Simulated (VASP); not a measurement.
**AlN: input slips in a band-gap run and what they do**

Aim: see how common mistakes in a band-structure run show up, on AlN. The starting structure is a measured crystal structure from the Crystallography Open Database. Cell and atoms stay as given unless a step says otherwise.

Main program and level: VASP 6.6.1; Kohn-Sham DFT with plane waves and PAW; LDA.

## 1. Starting point

The structure is hexagonal, space group P6_3mc (No. 186). Conventional cell: a = 3.111 Å, b = 3.111 Å, c = 4.978 Å, α = 90.00°, β = 90.00°, γ = 120.00°. Al has 4 N at 1.89 to 1.92 Å nearest. Nearest to N lie 4 Al at 1.89 to 1.92 Å. Farther neighbours and most contacts between anions are not listed.

## 2. Reference bands

Contents of INCAR:

```
SYSTEM = AlN
PREC = Accurate
ENCUT = 460
EDIFF = 1E-06
NELM = 100
ISMEAR = 0
SIGMA = 0.03
LREAL = .FALSE.
ALGO = Normal
GGA = CA
NBANDS = 22
LORBIT = 11
LWAVE = .FALSE.
LCHARG = .FALSE.
KPAR = 4
```

Contents of POSCAR:

```
AlN
1.0
    3.1110000000      0.0000000000      0.0000000000
   -1.5555000000      2.6942050312      0.0000000000
    0.0000000000      0.0000000000      4.9780000000
Al N
2 2
Direct
    0.6666666667      0.3333333333      0.5000000000
    0.3333333333      0.6666666667      0.0000000000
    0.6666666667      0.3333333333      0.8850000000
    0.3333333333      0.6666666667      0.3850000000
```

Contents of KPOINTS:

```
Automatic mesh
0
Gamma
8 8 4
0 0 0
```

Contents of KPOINTS_OPT:

```
Line mode
10
Line-mode
Reciprocal
  0.00000000   0.00000000   0.00000000 GAMMA
  0.50000000   0.00000000   0.00000000 M

  0.50000000   0.00000000   0.00000000 M
  0.33333333   0.33333333   0.00000000 K

  0.33333333   0.33333333   0.00000000 K
  0.00000000   0.00000000   0.00000000 GAMMA

  0.00000000   0.00000000   0.00000000 GAMMA
  0.00000000   0.00000000   0.50000000 A

  0.00000000   0.00000000   0.50000000 A
  0.50000000   0.00000000   0.50000000 L

  0.50000000   0.00000000   0.50000000 L
  0.33333333   0.33333333   0.50000000 H

  0.33333333   0.33333333   0.50000000 H
  0.00000000   0.00000000   0.50000000 A

  0.50000000   0.00000000   0.50000000 L
  0.50000000   0.00000000   0.00000000 M

  0.33333333   0.33333333   0.00000000 K
  0.33333333   0.33333333   0.50000000 H
```

PAW data sets: Al and N (LDA family, release 64).

Run with:

```bash
$ mpirun -np 4 vasp_std
```

The program printed:

```text
[banner, memory and clock lines left out]
running    4 mpi-ranks, on    1 nodes
 distrk:  each k-point on    1 cores,    4 groups
 distr:  one band on    1 cores,    1 groups

 POSCAR found type information on POSCAR AlN
 POSCAR found :  2 types and       4 ions
 LDA part: xc-table for (Slater(with rela. corr.)+CA(PZ))
 , standard interpolation
 POSCAR, INCAR and KPOINTS ok, starting setup
 FFT: planning ... GRIDC
 FFT: planning ... GRID_SOFT
 FFT: planning ... GRID
 WAVECAR not read
 entering main loop
       N       E                     dE             d eps       ncg     rms          rms(c)
DAV:   1     0.232050397859E+02    0.23205E+02   -0.62457E+03  1328   0.585E+02
DAV:   2    -0.357142685898E+02   -0.58919E+02   -0.55573E+02  1676   0.139E+02
DAV:   3    -0.378665225093E+02   -0.21523E+01   -0.21398E+01  1656   0.241E+01
DAV:   4    -0.378765610384E+02   -0.10039E-01   -0.10038E-01  1500   0.194E+00
DAV:   5    -0.378766611013E+02   -0.10006E-03   -0.10006E-03  1668   0.187E-01    0.122E+01
DAV:   6    -0.329440357646E+02    0.49326E+01   -0.75727E+00  1488   0.174E+01    0.423E+00
DAV:   7    -0.328964969944E+02    0.47539E-01   -0.50895E-01  1620   0.357E+00    0.292E+00
DAV:   8    -0.328363093403E+02    0.60188E-01   -0.76849E-02  1494   0.177E+00    0.424E-01
DAV:   9    -0.328332946088E+02    0.30147E-02   -0.47353E-03  1620   0.448E-01    0.246E-01
DAV:  10    -0.328335116555E+02   -0.21705E-03   -0.81751E-04  1422   0.147E-01    0.175E-01
DAV:  11    -0.328334152080E+02    0.96448E-04   -0.12777E-04  1566   0.678E-02    0.279E-02
DAV:  12    -0.328334144407E+02    0.76732E-06   -0.19812E-06  1514   0.783E-03
   1 F= -.32833414E+02 E0= -.32833414E+02  d E =-.301101E-17
 Start KPOINTS_OPT (optional k-point list driver)
k-point batch [1-30\90]
       N       E                     dE             ncg
DAV:   1     0.208809279879E+04   -0.10196E+05     1320
DAV:   2     0.407781633785E+03   -0.16803E+04     1660
DAV:   3     0.340673844310E+03   -0.67108E+02     1646
DAV:   4     0.340353050123E+03   -0.32079E+00     1542
DAV:   5     0.340349843237E+03   -0.32069E-02     1620
DAV:   6     0.340349796230E+03   -0.47008E-04     1530
DAV:   7     0.340349795525E+03   -0.70414E-06     1386
[...]
k-point batch [61-90\90]
       N       E                     dE             ncg
DAV:   1     0.198051574123E+04   -0.14788E+05     1320
DAV:   2     0.332031175853E+03   -0.16485E+04     1696
DAV:   3     0.275213496063E+03   -0.56818E+02     1662
DAV:   4     0.274932437306E+03   -0.28106E+00     1524
DAV:   5     0.274929519946E+03   -0.29174E-02     1652
DAV:   6     0.274929477123E+03   -0.42823E-04     1500
DAV:   7     0.274929476489E+03   -0.63416E-06     1366
```

Elapsed: 24 s, on 4 MPI ranks of AMD EPYC 7R43, shared host; peak memory 0.44 GiB.

The logs omit lines about the potential files and the build; timing stands in the text.

From OUTCAR (step 2):

```text
ion  position               nearest neighbor table
   1  0.667  0.333  0.500-   4 1.89   4 1.89   4 1.89   3 1.92   2 3.07   2 3.07   2 3.07   2 3.07
                             2 3.07   2 3.07
   2  0.333  0.667  0.000-   3 1.89   3 1.89   3 1.89   4 1.92   1 3.07   1 3.07   1 3.07   1 3.07
                             1 3.07   1 3.07
   3  0.667  0.333  0.885-   2 1.89   2 1.89   2 1.89   1 1.92
   4  0.333  0.667  0.385-   1 1.89   1 1.89   1 1.89   2 1.92

  LATTYP: Found a hexagonal cell.
 ALAT       =     3.1110000000
 C/A-ratio  =     1.6001285760

 Subroutine GETGRP returns: Found 12 space group operations
 (whereof  6 operations were pure point group operations)

The static configuration has the point symmetry C_3v.
 The point group associated with its full space group is C_6v.

 Found     30 irreducible k-points:

   k-points           NKPTS =     30   k-points in BZ     NKDIM =     30   number of bands    NBANDS=     22

   dimension x,y,z NGX =    24 NGY =   24 NGZ =   36
   dimension x,y,z NGXF=    48 NGYF=   48 NGZF=   72

   ENCUT  =  460.0 eV  33.81 Ry    5.81 a.u.   5.44  5.44  8.71*2*pi/ulx,y,z

   NELECT =      16.0000    total number of electrons

 k-points in reciprocal lattice and weights: Automatic mesh
   0.00000000  0.00000000  0.00000000       0.004
   0.12500000 -0.00000000  0.00000000       0.023
   0.25000000 -0.00000000  0.00000000       0.023
   0.37500000 -0.00000000  0.00000000       0.023
   0.50000000 -0.00000000  0.00000000       0.012
   0.12500000  0.12500000  0.00000000       0.023
   0.25000000  0.12500000  0.00000000       0.047
   0.37500000  0.12500000  0.00000000       0.047
   0.25000000  0.25000000  0.00000000       0.023
[...]
0.25000000  0.25000000  0.50000000       0.023
   0.37500000  0.25000000  0.50000000       0.023

 average (electrostatic) potential at core
       1 -69.9387       2 -69.9387       3 -59.9019       4 -59.9019

 E-fermi :   6.1214

 k-point     1 :       0.0000    0.0000    0.0000
  band No.  band energies     occupation
    ...
      4       5.0046      2.00000
      5       5.0046      2.00000
      6       5.6614      2.00000
      7       5.6614      2.00000
      8       5.9551      2.00000
      9      10.1416      0.00000
     10      12.4573      0.00000
     11      16.4273      0.00000
     12      16.8418      0.00000
     13      16.8418      0.00000
    ...

 k-point     2 :       0.1250   -0.0000    0.0000
  band No.  band energies     occupation
    ...
      4       4.1320      2.00000
      5       4.7600      2.00000
      6       4.8503      2.00000
      7       5.6245      2.00000
      8       5.8598      2.00000
      9      10.9465      0.00000
     10      13.1807      0.00000
     11      15.5828      0.00000
     12      15.8064      0.00000
     13      17.4004      0.00000
    ...

 k-point     3 :       0.2500   -0.0000    0.0000
  band No.  band energies     occupation
    ...
      4       2.4014      2.00000
      5       3.4195      2.00000
      6       4.2923      2.00000
      7       5.4596      2.00000
      8       5.5031      2.00000
      9      12.0374      0.00000
     10      13.3675      0.00000
     11      13.8995      0.00000
     12      15.7782      0.00000
     13      17.3143      0.00000
    ...

  Total       -1.0124097     -1.0124097     -1.4250474      0.0000000     -0.0000000      0.0000000
  in kB      -38.8759789    -38.8759789    -54.7210397      0.0000000     -0.0000000      0.0000000
  external PRESSURE =     -44.1576658 kB  Pullay stress =       0.0000000 kB

  energy-cutoff  :      460.00
  volume of cell :       41.72
      direct lattice vectors                 reciprocal lattice vectors
     3.111000000  0.000000000  0.000000000     0.321440051  0.185583500  0.000000000
    -1.555500000  2.694205031  0.000000000     0.000000000  0.371167000  0.000000000
     0.000000000  0.000000000  4.978000000     0.000000000  0.000000000  0.200883889

 POSITION                                       TOTAL-FORCE (eV/Angst)
 -----------------------------------------------------------------------------------
      1.55550      0.89807      2.48900         0.000000      0.000000      0.186514
     -0.00000      1.79614      0.00000        -0.000000      0.000000      0.186514
      1.55550      0.89807      4.40553         0.000000      0.000000     -0.186514
     -0.00000      1.79614      1.91653        -0.000000     -0.000000     -0.186514
 -----------------------------------------------------------------------------------
    total drift:                               -0.000000      0.000000      0.000452

  FREE ENERGIE OF THE ION-ELECTRON SYSTEM (eV)
  ---------------------------------------------------
  free  energy   TOTEN  =       -32.8334144407 eV

  energy  without entropy=      -32.8334144407  energy(sigma->0) =      -32.83341444

 total charge
# of ion       s       p       d       tot
------------------------------------------
    1        0.375   0.451   0.000   0.826
    2        0.375   0.451   0.000   0.826
    3        1.214   2.607   0.000   3.821
    4        1.214   2.607   0.000   3.821
--------------------------------------------------
tot          3.178   6.117   0.000   9.295

[... 3 further parts left out ...]
```

At this level the cell is under a tension of 4.4 GPa, so at these settings it is away from equilibrium.

The reference gap is 4.186 eV.

## 3. Bands with a wide metal-type smearing

A slip made on purpose: a wide metal-type smearing. Against step 2 the input has ISMEAR = 1 and SIGMA = 1 (also changed: NELM).

Changes to INCAR since step 2:

```diff
@@ -4,5 +4,5 @@
 EDIFF = 1E-06
-NELM = 100
-ISMEAR = 0
-SIGMA = 0.03
+NELM = 60
+ISMEAR = 1
+SIGMA = 1
 LREAL = .FALSE.
```

POSCAR is that of step 2.

KPOINTS is that of step 2.

KPOINTS_OPT is that of step 2.

Run with:

```bash
$ mpirun -np 4 vasp_std
```

The program printed:

```text
[... set-up lines as in an earlier step ...]
 entering main loop
       N       E                     dE             d eps       ncg     rms          rms(c)
DAV:   1     0.232230994593E+02    0.23223E+02   -0.62457E+03  1328   0.585E+02
DAV:   2    -0.356081020886E+02   -0.58831E+02   -0.55566E+02  1676   0.139E+02
DAV:   3    -0.377491145718E+02   -0.21410E+01   -0.21253E+01  1656   0.240E+01
DAV:   4    -0.377591421802E+02   -0.10028E-01   -0.10027E-01  1500   0.194E+00
[...]
DAV:  10    -0.327521306454E+02   -0.21512E-03   -0.81213E-04  1422   0.146E-01    0.173E-01
DAV:  11    -0.327520352445E+02    0.95401E-04   -0.12648E-04  1566   0.675E-02    0.275E-02
DAV:  12    -0.327520344935E+02    0.75097E-06   -0.19740E-06  1514   0.783E-03
   1 F= -.32752034E+02 E0= -.32810897E+02  d E =0.176587E+00
 Start KPOINTS_OPT (optional k-point list driver)
k-point batch [1-30\90]
       N       E                     dE             ncg
DAV:   1     0.208513254332E+04   -0.10199E+05     1320
DAV:   2     0.404144959255E+03   -0.16810E+04     1660
DAV:   3     0.337010707752E+03   -0.67134E+02     1646
DAV:   4     0.336689826446E+03   -0.32088E+00     1542
DAV:   5     0.336686618940E+03   -0.32075E-02     1620
DAV:   6     0.336686571918E+03   -0.47021E-04     1530
DAV:   7     0.336686571216E+03   -0.70274E-06     1386
[...]
k-point batch [61-90\90]
       N       E                     dE             ncg
DAV:   1     0.197756675524E+04   -0.14791E+05     1320
DAV:   2     0.328440726849E+03   -0.16491E+04     1696
DAV:   3     0.271596397252E+03   -0.56844E+02     1662
DAV:   4     0.271315244209E+03   -0.28115E+00     1530
DAV:   5     0.271312326207E+03   -0.29180E-02     1652
DAV:   6     0.271312283372E+03   -0.42836E-04     1506
DAV:   7     0.271312282740E+03   -0.63160E-06     1366
```

The job ended after 27 s (4 MPI ranks; peak memory 0.43 GiB).

Parts of OUTCAR (step 3):

```text
  Total       -1.0296053     -1.0296053     -1.5541389      0.0000000     -0.0000000      0.0000000
  in kB      -39.5362814    -39.5362814    -59.6780818      0.0000000     -0.0000000      0.0000000
  external PRESSURE =     -46.2502149 kB  Pullay stress =       0.0000000 kB

 POSITION                                       TOTAL-FORCE (eV/Angst)
 -----------------------------------------------------------------------------------
      1.55550      0.89807      2.48900        -0.000000     -0.000000      0.146437
     -0.00000      1.79614      0.00000         0.000000      0.000000      0.146437
      1.55550      0.89807      4.40553         0.000000      0.000000     -0.146437
     -0.00000      1.79614      1.91653        -0.000000      0.000000     -0.146437
 -----------------------------------------------------------------------------------
    total drift:                               -0.000000      0.000000      0.000440

  FREE ENERGIE OF THE ION-ELECTRON SYSTEM (eV)
  ---------------------------------------------------
  free  energy   TOTEN  =       -32.7520344935 eV

  energy  without entropy=      -32.9286210878  energy(sigma->0) =      -32.81089669

[... 2 parts as in an earlier step ...]

[... 1 further part left out ...]
[key lines of the parts left out:]
E-fermi :   5.9944
```

With a wide metal-type smearing the gap is 4.199 eV, +0.013 eV from the reference.

## 4. Bands with a fixed density without a density file

A slip made on purpose: a fixed density without a density file. Against step 2 the input has ICHARG = 11 (also changed: NELM).

Changes to INCAR since step 3:

```diff
@@ -5,4 +5,4 @@
 NELM = 60
-ISMEAR = 1
-SIGMA = 1
+ISMEAR = 0
+SIGMA = 0.03
 LREAL = .FALSE.
@@ -15 +15,2 @@
 KPAR = 4
+ICHARG = 11
```

POSCAR is that of step 3.

KPOINTS is that of step 3.

KPOINTS_OPT is that of step 3.

Run with:

```bash
$ mpirun -np 4 vasp_std
```

The program printed:

```text
[banner, memory and clock lines left out]
running    4 mpi-ranks, on    1 nodes
[...]
LDA part: xc-table for (Slater(with rela. corr.)+CA(PZ))
 , standard interpolation
 POSCAR, INCAR and KPOINTS ok, starting setup
[...]
WARNING: CHGCAR is incomplete
|                                                                             |
|     EEEEEEE  RRRRRR   RRRRRR   OOOOOOO  RRRRRR      ###     ###     ###     |
|     E        R     R  R     R  O     O  R     R     ###     ###     ###     |
|     E        R     R  R     R  O     O  R     R     ###     ###     ###     |
|     EEEEE    RRRRRR   RRRRRR   O     O  RRRRRR       #       #       #      |
|     E        R   R    R   R    O     O  R   R                               |
|     E        R    R   R    R   O     O  R    R      ###     ###     ###     |
|     EEEEEEE  R     R  R     R  OOOOOOO  R     R     ###     ###     ###     |
|                                                                             |
|     ERROR: charge density could not be read from file CHGCAR for            |
|     ICHARG>10                                                               |
|                                                                             |
|       ---->  I REFUSE TO CONTINUE WITH THIS SICK JOB ... BYE!!! <----       |
|                                                                             |

1
1
1
1
```

Run time: 4.4 s. Hardware: 4 MPI ranks.

VASP stopped with this message: “ERROR: charge density could not be read from file CHGCAR for ICHARG>10”.

## 5. Bands with no empty bands

A slip made on purpose: no empty bands. Against step 2 the input has NBANDS = 8 and no band path (also changed: NELM).

Changes to INCAR since step 4:

```diff
@@ -10,3 +10,3 @@
 GGA = CA
-NBANDS = 22
+NBANDS = 8
 LORBIT = 11
@@ -15,2 +15 @@
 KPAR = 4
-ICHARG = 11
```

POSCAR is that of step 4.

KPOINTS is that of step 4.

Run with:

```bash
$ mpirun -np 4 vasp_std
```

The program printed:

```text
[... set-up lines as in an earlier step ...]
 entering main loop
       N       E                     dE             d eps       ncg     rms          rms(c)
DAV:   1     0.645929089891E+02    0.64593E+02   -0.75145E+03   480   0.162E+03
DAV:   2    -0.354275604415E+02   -0.10002E+03   -0.10002E+03   880   0.268E+02
DAV:   3    -0.378504097550E+02   -0.24228E+01   -0.24228E+01   504   0.624E+01
DAV:   4    -0.378760463893E+02   -0.25637E-01   -0.25637E-01   496   0.621E+00
[...]
DAV:   9    -0.328333661842E+02    0.40967E-03   -0.79077E-04   560   0.383E-01    0.195E-01
DAV:  10    -0.328334148202E+02   -0.48636E-04   -0.94024E-05   480   0.171E-01    0.464E-02
DAV:  11    -0.328334142544E+02    0.56582E-06   -0.82185E-06   480   0.381E-02
 -----------------------------------------------------------------------------
|                                                                             |
|           W    W    AA    RRRRR   N    N  II  N    N   GGGG   !!!           |
|           W    W   A  A   R    R  NN   N  II  NN   N  G    G  !!!           |
|           W    W  A    A  R    R  N N  N  II  N N  N  G       !!!           |
|           W WW W  AAAAAA  RRRRR   N  N N  II  N  N N  G  GGG   !            |
|           WW  WW  A    A  R   R   N   NN  II  N   NN  G    G                |
|           W    W  A    A  R    R  N    N  II  N    N   GGGG   !!!           |
|                                                                             |
|     Your highest band is occupied at some k-points! Unless you are          |
|     performing a calculation for an insulator or semiconductor, without     |
|     unoccupied bands, you have included TOO FEW BANDS!! Please increase     |
|     the parameter NBANDS in file INCAR to ensure that the highest band      |
|     is unoccupied at all k-points. It is always recommended to include      |
|     a few unoccupied bands to accelerate the convergence of                 |
|     molecular-dynamics runs (even for insulators or semiconductors),        |
|     since the presence of unoccupied bands improves wavefunction            |
|     prediction and helps to suppress 'band-crossings'.                      |
|                                                                             |
 -----------------------------------------------------------------------------

   1 F= -.32833414E+02 E0= -.32833414E+02  d E =-.202165E-14
```

Wall time 4.2 s (4 MPI ranks); peak memory 0.36 GiB; 13 s of CPU time.

[end of part 1 of 2]

[Lines on the potential files, build, host, timing and source positions are cut from VASP's logs without a mark.]

[Logs are printed without paths, hosts, clocks, repeated set-up lines and the standing remarks that a program may print on its own settings, such as how far it seeks lower states.]

[Hosts, paths, dates, database ids (printed as entryN), source tags and the programs' standing remarks are cut or masked in the printed files.]
